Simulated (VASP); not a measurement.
Input:

```xyz
2
Lattice="0.0000 2.5856 2.5856 2.5856 0.0000 2.5856 2.5856 2.5856 0.0000" Properties=species:S:1:pos:R:3 pbc="T T T"
Ge     0.0000     0.0000     0.0000
Ti     2.5856     2.5856     2.5856
```

Level of theory: r2SCAN meta-GGA, VASP's PBE PAW potentials (set 64) (plane waves; VASP 6.6.1). Numerical set-up: 400 eV cut-off, 14×14×14 Γ-centred mesh, tetrahedra with Blöchl corrections, potentials Ge_d Ti_sv.

Q: Give the energies of bands 11 to 16 at the high-symmetry points, in eV from the Fermi level.

A: 
| band | Γ | X | U | L | W |
|---|---|---|---|---|---|
| 11 | 0.21 | -3.94 | -3.58 | -5.38 | -3.17 |
| 12 | 0.21 | -1.30 | -3.27 | -2.04 | -3.17 |
| 13 | 0.21 | 0.08 | -1.33 | -2.04 | -2.33 |
| 14 | 0.40 | 0.08 | 0.81 | 1.57 | 1.83 |
| 15 | 0.40 | 1.01 | 1.77 | 1.57 | 1.83 |
| 16 | 3.21 | 2.01 | 2.31 | 2.36 | 2.01 |

It has no gap at this level: it comes out as a metal or semimetal.

The structure was generated: TiGe was put into the rocksalt type (Fm-3m), which need not be its known phase. It was relaxed first, which changed the volume by -22 %.
